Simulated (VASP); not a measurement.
Calculation: PBE GGA, VASP's PBE PAW potentials (set 64) (plane waves; VASP 6.6.1).

A VASP calculation is set up with these files.

File POSCAR:
```
CaF2
5.5199120
  0.0000000000   0.5000000000   0.5000000000
  0.5000000000   0.0000000000   0.5000000000
  0.5000000000   0.5000000000   0.0000000000
Ca F
1 2
Cart
  0.0000000000   0.0000000000   0.0000000000
  0.7500000000   0.7500000000   0.7500000000
  0.2500000000   0.2500000000   0.2500000000
```

**KPOINTS**
```
Automatic mesh
0
Gamma
10 10 10
0 0 0
```

INCAR:
```
ALGO=Normal
EDIFF=1E-6
ENCUT=400
GGA=PE
ISIF=2
ISMEAR=0
LASPH=.True.
LCHARG=.False.
LREAL=.False.
LWAVE=.False.
NELM=100
PREC=Accurate
SIGMA=0.01
SYSTEM=CaF2
```

POTCAR, in this order: Ca_sv F (PBE.64 set). Program: vasp_std.

### Question
What will the output report for the number of irreducible k-points (NKPTS), largest plane-wave count, number of space-group operations, FFT grid (NGX, NGY, NGZ)?

### Answer

```
Item                                           Value
--------------------------------------  ------------
number of irreducible k-points (NKPTS)            47
largest plane-wave count                         785
number of space-group operations                  48
FFT grid (NGX, NGY, NGZ)                28 × 28 × 28
```

The structure comes from a computed database's CaF2 entry; how it stands against other phases isn't given here. The cell was not relaxed at this level.
